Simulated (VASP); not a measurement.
OSZICAR of a VASP run on SiO2 (space group P3_221):

### OSZICAR
```
       N       E                     dE             d eps       ncg     rms          rms(c)
DAV:   1     0.272631215901E+03    0.27263E+03   -0.22302E+04  2940   0.124E+03
DAV:   2    -0.617664696005E+02   -0.33440E+03   -0.32662E+03  3801   0.313E+02
DAV:   3    -0.799283564510E+02   -0.18162E+02   -0.18108E+02  3395   0.835E+01
DAV:   4    -0.801698519722E+02   -0.24150E+00   -0.24103E+00  3440   0.103E+01
DAV:   5    -0.801749454043E+02   -0.50934E-02   -0.50914E-02  3325   0.145E+00    0.239E+01
DAV:   6    -0.711844709975E+02    0.89905E+01   -0.40804E+01  3345   0.348E+01    0.110E+01
DAV:   7    -0.712169479892E+02   -0.32477E-01   -0.10312E+00  3560   0.544E+00    0.427E+00
DAV:   8    -0.712228084936E+02   -0.58605E-02   -0.43399E-02  3375   0.171E+00    0.154E+00
DAV:   9    -0.712349934036E+02   -0.12185E-01   -0.20292E-02  3335   0.117E+00    0.347E-01
DAV:  10    -0.712365939508E+02   -0.16005E-02   -0.42588E-03  3380   0.374E-01    0.109E-01
DAV:  11    -0.712364418610E+02    0.15209E-03   -0.13910E-03  3400   0.220E-01    0.137E-02
DAV:  12    -0.712364495257E+02   -0.76647E-05   -0.32365E-05  3396   0.348E-02    0.162E-02
DAV:  13    -0.712364504645E+02   -0.93871E-06   -0.12939E-05  3375   0.203E-02    0.322E-03
DAV:  14    -0.712364508978E+02   -0.43336E-06   -0.38439E-07  2190   0.409E-03
   1 F= -.71236451E+02 E0= -.71236451E+02  d E =-.253481E-58
```

### Question
Which electronic solver shows in the log?

### Answer
It is blocked Davidson (ALGO = Normal, or the opening steps of other solvers). The INCAR had ALGO = Normal.

### Question
Can the final energy be trusted as converged?

### Answer
Self-consistency was reached. It stopped with EDIFF = 1E-6, NELM = 100 (PBE GGA, plane waves, VASP's PBE PAW potentials (set 64)).

The structure comes from a computed database's SiO2 entry; how it stands against other phases isn't given here. The cell was not relaxed at this level, and its volume differs by +9.3 % from the start's.
